Where in wurtzite zinc oxide is the smallest gap between filled and empty levels? Each row of the table belongs to one wave vector k, which fixes how the phase of an electron wave changes from one unit cell to the next. The columns point a, point b and point c give k as fractions of the three reciprocal cell vectors. "Level under 1" is the highest filled level at that k and "level over 1" the lowest empty one, with the next levels numbered outwards. Zero is the top of the valence band.

Kohn–Sham levels of wurtzite ZnO (4-atom cell, geometry as given, not relaxed), computed with VASP 6.6.1 using r2SCAN with rVV10 dispersion, without spin polarisation or spin–orbit coupling. The runs use PAW PBE potentials, a plane-wave cutoff of 520 eV and a 9 × 9 × 5 k mesh; energies are counted from the top of the valence band on that mesh.

```
point a (reciprocal cell vector)  point b (reciprocal cell vector)  point c (reciprocal cell vector)  level under 4 (eV)  level under 3 (eV)  level under 2 (eV)  level under 1 (eV)  level over 1 (eV)  level over 2 (eV)
                          0.0000                            0.0000                            0.0000              -0.905              -0.096               0.000               0.000              1.269              6.030
                          0.3333                            0.0000                            0.0000              -2.333              -2.090              -0.904              -0.672              4.900              8.336
                          0.1111                            0.1111                            0.0000              -1.644              -1.148              -0.366              -0.322              3.087              7.431
                          0.4444                            0.1111                            0.0000              -3.202              -2.629              -1.523              -1.122              7.001              7.702
                          0.2222                            0.2222                            0.0000              -3.047              -2.623              -1.184              -1.114              5.898              8.289
                          0.3333                            0.3333                            0.0000              -3.630              -2.084              -2.084              -1.879              8.049              8.728
                          0.3333                            0.3333                            0.4000              -3.212              -2.592              -1.451              -1.451              8.417              8.608
```

The smallest gap, 1.269 eV, lies in the first row, at the point called Γ, where a wave repeats without change from cell to cell. Both band edges sit there, as is well established for this crystal, so the gap is direct and light can lift an electron across it with no help from lattice vibrations. At the other listed points the lowest empty level stands at 3.087 eV or higher. This agrees with the known picture of zinc oxide, in which an added electron has a single valley to settle in.

On leaving Γ the empty level moves more than the filled one, at every listed point. At the listed point nearest to Γ, (0.1111, 0.1111, 0), it has climbed by 1.82 eV, while the highest filled level has fallen by only 0.32 eV. The ratio of climb to fall is 5.6 there, and it still amounts to 3.6 at K, the corner of the hexagonal zone at (0.3333, 0.3333, 0).

Why is the empty level so much more mobile? The standard assignment makes the bottom of the conduction band a wave of zinc 4s orbitals with some oxygen s mixed in. An s orbital is round and has the same sign on all sides, so at Γ every zinc atom can be in phase with all its zinc neighbours at once. That is the lowest energy such a wave can have, and any change of phase between cells gives up part of the gain in every direction where the phase changes. Because the 4s orbital is also wide, the loss is large.

The upper filled levels are mainly oxygen 2p. These orbitals are more compact, and each has a direction, so turning the phase lowers some combinations only a little and others strongly. The levels fan out: at (0.1111, 0.1111, 0) the third filled level from the top already lies at −1.148 eV, while the first is at −0.322 eV. The highest filled level at each k is simply the member of the fan that has dropped least, and so the uppermost filled band looks flat.

This contrast is one reason why zinc oxide, once it is given donors, serves as an electron conductor in transparent contacts and thin-film transistors: a steep band means light electrons, a flat one heavy holes. Indium oxide and tin dioxide share the pattern, since their lowest empty levels also come from wide metal s orbitals. In titanium dioxide the lowest empty levels come from compact, directional d orbitals, and its conduction band is accordingly much flatter.

Can the climb be estimated by counting neighbours? Each zinc atom has twelve zinc neighbours at nearly equal distance, six in its own layer at 3.18 Å and six in the layers above and below at 3.14 Å. Suppose that each neighbour in phase lowers the energy by the same amount t, and each neighbour in opposite phase raises it by t. This t stands for the whole coupling, including the part passed on through the oxygen atoms between. For points with point c equal to zero, the climb E of the lowest s level above its value at Γ is then

E = t [2S + 6 − 2√(9 − 2S)]

where S is the sum of three terms 1 − cos φ, with φ equal to 2πa, 2πb and 2π(a + b), and a and b are the entries under point a and point b. A least-squares fit to the climbs at the four points other than Γ and the two on the vertical line through K gives t = 0.449 eV. The typical (rms) miss is 0.17 eV, for climbs between 1.8 and 5.7 eV. One coupling thus captures most of the shape.

A level left out of that fit gives a better test. With two zinc layers in the cell, there is a second s wave at Γ, in which alternate layers have opposite sign. The lowest wave has twelve neighbours in phase and gains 12t. The second has six in phase and six in opposite phase, so gain and loss cancel. The two should therefore differ by

12t = 12 × 0.449 eV = 5.39 eV

If the second empty level at Γ is this wave, the calculation puts the difference at 6.030 − 1.269 = 4.761 eV. The count is 13 % above the computed value, which is fair for a picture with one kind of orbital and one coupling.

Why do two filled levels coincide in some rows and not in others? At Γ the top two agree because the hexagonal crystal treats all p orbitals lying in the layers alike, whereas the p orbital along the hexagonal axis is distinct and gives the single level just below. Choosing a k within the layer picks out a direction, and the pair separates. The p orbital pointing along k then drops fast, while the one across it in the layer and the one along the hexagonal axis drop slowly. The two highest levels at (0.1111, 0.1111, 0), only 0.044 eV apart, are therefore most likely these two slow ones and not the former pair. At K the threefold symmetry about the vertical axis survives, and pairs are possible again.

The order of the levels at K holds a trap for anyone who joins points by rank. There a single level lies 0.205 eV above a pair, but at (0.3333, 0.3333, 0.4), farther up the same vertical line, a pair is on top, 1.141 eV above the nearest single level. The symmetry is the same all along this line between the two points, so a pair stays a pair and cannot mix with a single level. Somewhere between the two rows they must pass through each other. A smooth curve drawn through the highest filled levels would miss the crossing.

Is the lowest empty level at K still the zinc s band? The neighbour count seems to say yes. Although K was left out of the fit, the formula gives a climb of 15t, or 6.73 eV, against a computed 6.780 eV. Symmetry says no. At K the phase advances by a third of a turn from cell to cell, and an s wave on one set of zinc atoms turns clockwise about the vertical axis while that on the other set turns anticlockwise.

A mirror operation of the crystal, combined with a shift along the axis, exchanges these two waves, so they have the same energy. Their opposite sense of turning forbids them to mix. The zinc s waves must therefore appear at K as a degenerate pair, and the same holds for the s waves on oxygen. Yet the lowest empty level there is single, with the next one 0.679 eV higher. It has to be built from something else, such as p orbitals lying in the layers or charge between the atoms, and the close agreement in energy is an accident. The empty pair with zinc s character cannot lie below 8.728 eV, so for that pair the count is at least 0.7 eV too low. A model can hit a number and still describe the wrong state.

How heavy is a conduction electron in this crystal? The effective mass measures how slowly the energy rises as k leaves Γ: the steeper the start, the lighter the electron. A plain parabola drawn from Γ to the nearest listed point gives 0.40 free-electron masses, and one drawn to (0.4444, 0.1111, 0) gives 0.90. The band is thus far from parabolic over this range, and it flattens as it rises.

Neighbour counting is one explanation of the flattening. Another starts from the gap. Away from Γ the conduction state mixes with valence states and is pushed up by them. At first this push grows as the square of k, but as the two sets of levels move apart it grows more slowly than that. The simplest form of that idea is

E (1 + E/G) = F/m

where G is the gap, F the kinetic energy of a free electron with the same k, and m the band-edge mass in free-electron masses. Fitted to the same four points, by least squares on √(E(E + G)) against the length of k, it misses the climbs by 0.18 eV (rms), practically the same as the neighbour count.

The two descriptions fit the levels about equally well and disagree on the mass. The neighbour count implies 0.42 at the band edge, the gap formula 0.15. The first is probably too heavy: its curve runs 0.24 eV too low at the row nearest to Γ, and a band that flattens as it rises should start out lighter than the 0.40 of the plain parabola to that row. How much lighter is left open by the spacing of the points: electrons in a working device mostly occupy the lowest tenth or few tenths of an electronvolt of the band, whereas the nearest row is already 1.82 eV up. What happens in between is supplied by the formula. A mass for a transistor model has to come from levels much closer to Γ; these rows support "light", but not even a first digit.

What would change with another functional or a relaxed cell? The measured gap is roughly 3.4 eV, so the computed one is far too small, and taken literally it would make a transparent material absorb all visible light. Semilocal functionals such as this one are known to underestimate gaps. In zinc oxide they also place the zinc 3d levels too high, where these push up the oxygen 2p levels and narrow the gap further. A hybrid functional at the same points would mainly move the empty levels away from the filled ones. The electron would then become somewhat heavier, because a wider gap weakens the mixing that steepens the band edge.

Relaxing the cell would not repair the gap. The same calculation finds the crystal under a pressure of about 9 GPa, and compression widens the gap of zinc oxide. With a rough slope of 0.025 eV per GPa, the squeeze accounts for some 0.2 eV of widening, so the relaxed crystal should have a still smaller gap at this level of theory.

Which digits, then, can be carried over to real zinc oxide? The contrast between a steep empty band and a flat filled one can, since it comes from the kinds of orbital involved and amounts to electronvolts. The 0.096 eV between the top pair and the single level at Γ is a different matter. It depends on the ratio of the cell edges and on the exact height of the oxygen atoms above the zinc atoms, and neither is at its equilibrium value here. Spin–orbit coupling, which the calculation leaves out, would also split the pair by something of the order of 0.01 eV. A fair reading is that three valence levels crowd together within about a tenth of an electronvolt at Γ, and that their exact spacing belongs to this particular cell.
